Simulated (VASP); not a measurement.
A convergence study with VASP on Sr (fcc): one setting is varied, all else stays as given below, so the limit is that of these other settings.

```xyz
1
Lattice="0.0000 3.0400 3.0400 3.0400 0.0000 3.0400 3.0400 3.0400 0.0000" Properties=species:S:1:pos:R:3 pbc="T T T"
Sr     0.0000     0.0000     0.0000
```

Calculation: PBE GGA, VASP's PBE PAW potentials (set 64) (plane waves; VASP). The tightest run used: 550 eV cut-off, 20×20×20 Γ-centred mesh, tetrahedra with Blöchl corrections, potentials Sr_sv.

The reference is 20×20×20 mesh, which took about 2 core-minutes. The timings are rough (shared machines, no repeats); factors under 2 mean little.

Problem. Of the settings 3×3×3 mesh; 4×4×4 mesh; 5×5×5 mesh; 6×6×6 mesh; 7×7×7 mesh; 8×8×8 mesh; 9×9×9 mesh; 10×10×10 mesh; 11×11×11 mesh; 12×12×12 mesh; 13×13×13 mesh; 14×14×14 mesh; 15×15×15 mesh; 16×16×16 mesh; 17×17×17 mesh; 18×18×18 mesh; 19×19×19 mesh; 20×20×20 mesh, which is the lowest that keeps the difference from the reference in E (eV/atom) within 0.002 from there on, and what does it cost?

Solution. 11×11×11 mesh; its cost over the reference is about 1/4.
```csv
setting,difference in E (eV/atom),cost over the reference
3×3×3 mesh,0.0870,about 1/10
4×4×4 mesh,0.0337,about 1/9
5×5×5 mesh,0.0156,about 1/9
6×6×6 mesh,0.0273,about 1/7
7×7×7 mesh,0.0013,about 1/7
8×8×8 mesh,0.0039,about 1/6
9×9×9 mesh,0.0017,about 1/5
10×10×10 mesh,0.0024,about 1/4
11×11×11 mesh,0.0015,about 1/4
12×12×12 mesh,0.0009,about 1/3
13×13×13 mesh,0.0016,about 1/3
14×14×14 mesh,0.0006,about 1/2
15×15×15 mesh,0.0004,about 1/3
16×16×16 mesh,0.0005,about 1/2
17×17×17 mesh,0.0003,about 1/2
18×18×18 mesh,0.0002,within a factor of 2
19×19×19 mesh,0.0001,within a factor of 2
20×20×20 mesh,0.0000,reference
```

Left out are rungs that failed or repeat a setting and relaxations that didn't move; long series are thinned to 24 rows.

The compound is Sr in the fcc structure. The cell was not relaxed at this level.
